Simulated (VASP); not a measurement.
Consider the following.

```yaml
crystal:
  lattice:
    - [0.00000, 2.19805, 2.19805]
    - [2.19805, 0.00000, 2.19805]
    - [2.19805, 2.19805, 0.00000]
  atoms:
    - { symbol: Ga, position: [0.00000, 0.00000, 0.00000] }
    - { symbol: N, position: [0.25000, 0.25000, 0.25000] }
```

All values below come from PBE GGA, VASP's PBE PAW potentials (set 64) (plane waves; VASP). Numerical set-up: PREC = Normal, 500 eV cut-off, 4×4×4 Γ-centred mesh, Gaussian smearing of 0.010 eV, potentials Ga_d_GW N_GW_new.

### Question
Give the stress tensor in GPa (positive for a compressed cell).

### Answer

```
21.35   0.00   0.00
 0.00  21.35   0.00
 0.00   0.00  21.35
```
The pressure is its mean diagonal, 21.35 GPa.

The compound is GaN in the zinc blende structure, a metastable form; wurtzite is the usual one. This cell is one point of a volume scan, at 0.92 of the reference volume. The k-mesh is coarse (spacing up to 0.62 per Å, 2π included), so the numbers may not be converged in it.
